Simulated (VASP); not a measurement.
Calculation: PBE GGA, VASP's PBE PAW potentials (set 64) (plane waves; VASP).

A VASP calculation is set up with these files.

File POSCAR:
```
CrO2
1
    4.4907902845     0.0000000000     0.0000000000
    0.0000000000     4.4907902845     0.0000000000
    0.0000000000     0.0000000000     2.9545052563
Cr O
2 4
Direct
  0.0000000000   0.0000000000   0.0000000000
  0.5000000000   0.5000000000   0.5000000000
  0.3036522825   0.3036522825   0.0000000000
  0.8036522825   0.1963477175   0.5000000000
  0.1963477175   0.8036522825   0.5000000000
  0.6963477175   0.6963477175   0.0000000000
```

**INCAR**
```
# general
SYSTEM   =  CrO2
PREC     =  Accurate
ENCUT    =  520   # plane-wave cut-off (eV)
LREAL    =  .FALSE.   # projection in real space or not
LASPH    =  .TRUE.   # aspherical one-centre terms

# electronic loop
EDIFF    =  1E-7   # SCF stop (eV)
NELM     =  100   # most electronic steps
ALGO     =  Normal   # blocked Davidson
LMAXMIX  =  4   # l cut-off of mixed one-centre charges

# smearing
ISMEAR   =  1   # Methfessel-Paxton
SIGMA    =  0.1   # width (eV)

# functional
GGA      =  PE   # PBE

# spin
ISPIN    =  2   # spin-polarised
MAGMOM   =  2*2.1 4*-0.1

# ions
IBRION   =  2   # conjugate gradients
NSW      =  30   # most ionic steps
ISIF     =  4   # ions and shape, fixed volume
EDIFFG   =  -0.01   # ionic stop

# output
LWAVE    =  .FALSE.
LCHARG   =  .FALSE.
LORBIT   =  10
```

### KPOINTS
```
Automatic mesh
0
Gamma
7 7 10
0 0 0
```

POTCAR, in this order: Cr_pv O (PBE.64 set). Program: vasp_std.

Question: Predict the energy per atom (σ→0), cell moment, band gap (on the k-mesh).

Answer: 
```yaml
energy per atom (σ→0): -8387 meV/atom
cell_moment: 4.00 μB
band gap (on the k-mesh): none (metal, semimetal or under 0.01 eV)
```

OSZICAR:
```
...
DAV:   2    -0.503231397599E+02    0.11713E-03   -0.16302E-03  8844   0.333E-01    0.114E-01
DAV:   3    -0.503230748931E+02    0.64867E-04   -0.28444E-04  9716   0.168E-01    0.740E-02
DAV:   4    -0.503230370131E+02    0.37880E-04   -0.18480E-04 10328   0.118E-01    0.571E-02
DAV:   5    -0.503230358755E+02    0.11376E-05   -0.20891E-05  9204   0.426E-02    0.312E-02
DAV:   6    -0.503230348359E+02    0.10397E-05   -0.24825E-06 10182   0.134E-02    0.251E-02
DAV:   7    -0.503230346936E+02    0.14224E-06   -0.13637E-06 10238   0.866E-03    0.503E-03
DAV:   8    -0.503230347272E+02   -0.33601E-07   -0.86698E-08  4512   0.230E-03
   3 F= -.50323035E+02 E0= -.50323158E+02  d E =-.176433E-02  mag=     4.0000
```

The compound is CrO2 in the rutile structure. This cell is one point of a volume scan, at 1.03 of the reference volume. Symmetry was kept, so distortions that lower it aren't found.
